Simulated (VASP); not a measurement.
Set up this calculation in VASP 6.6.1, as the native input.

- Task: single point
- Functional: r2SCAN
- Potentials or basis: VASP PAW PBE potentials, release 64 (F, Li_sv, I)
- Cutoff: 520 eV
- k mesh: 6 × 6 × 6
- Occupations: gaussian, width 0.01 eV
- Spin: no spin polarisation
- Dipole correction: no
- Further INCAR settings: ALGO = Normal; EDIFF = 1e-06; NBANDS = 18

Li2IF:

```
F Li I
1.0
     3.88842    0.05210    0.00000
     0.05210    3.88842    0.00000
     0.00000    0.00000    5.17753
F Li I
1 2 1
Direct
  0.00000 0.00000 0.00000
  0.00000 0.00000 0.50000
  0.50000 0.50000 0.00000
  0.50000 0.50000 0.50000
```

The cell was built by a generator and needn't be a form met in nature.

The cell isn't the ideal one: shear_xy strain +2.7%.

The input as run:

POSCAR

```
Li2IF
1.0
    3.8884201255      0.0521048297      0.0000000000
    0.0521048297      3.8884201255      0.0000000000
    0.0000000000      0.0000000000      5.1775285784
F Li I
1 2 1
Direct
    0.0000000000      0.0000000000      0.0000000000
    0.0000000000      0.0000000000      0.5000000000
    0.5000000000      0.5000000000      0.0000000000
    0.5000000000      0.5000000000      0.5000000000
```

INCAR.step1

```
SYSTEM = Li2IF
  PREC = Accurate
  ENCUT = 520
  ISMEAR = 0
  SIGMA = 0.01
  LREAL = .False.
  LASPH = .True.
  NELM = 100
  NBANDS = 18
  GGA = PE
  ALGO = Normal
  EDIFF = 1E-4
  LWAVE = .True.
  LCHARG = .False.
```

INCAR.step2

```
SYSTEM = Li2IF
  PREC = Accurate
  ENCUT = 520
  EDIFF = 1E-6
  ISMEAR = 0
  SIGMA = 0.01
  LREAL = .False.
  LASPH = .True.
  NELM = 100
  ALGO = Normal
  ISIF = 2
  LWAVE = .False.
  LCHARG = .False.
  METAGGA = R2SCAN
  LMIXTAU = .True.
  NBANDS = 18
  ISTART = 1
```

KPOINTS

```
Automatic mesh
0
Gamma
  6 6 6
  0 0 0
```

Potentials or basis: VASP PAW PBE potentials, release 64 (F, Li_sv, I).

Launch:

```sh
$ cat potpaw_PBE.64/F/POTCAR potpaw_PBE.64/Li_sv/POTCAR potpaw_PBE.64/I/POTCAR > POTCAR
$ cp INCAR.step1 INCAR
$ mpirun -np 1 vasp_std > vasp.out
$ cp INCAR.step2 INCAR
$ mpirun -np 1 vasp_std > vasp.out
```

It gave:

| Property | Result |
| --- | --- |
| Band gap on the k mesh | 4.76 eV, direct |

Caveat: spin-orbit coupling is left out, which moves the levels of the heavy elements.

Run time: 3 min on 1 thread of Intel(R) Xeon(R) Platinum 8488C (Sapphire Rapids), on a shared host, peak memory 0.24 GiB.
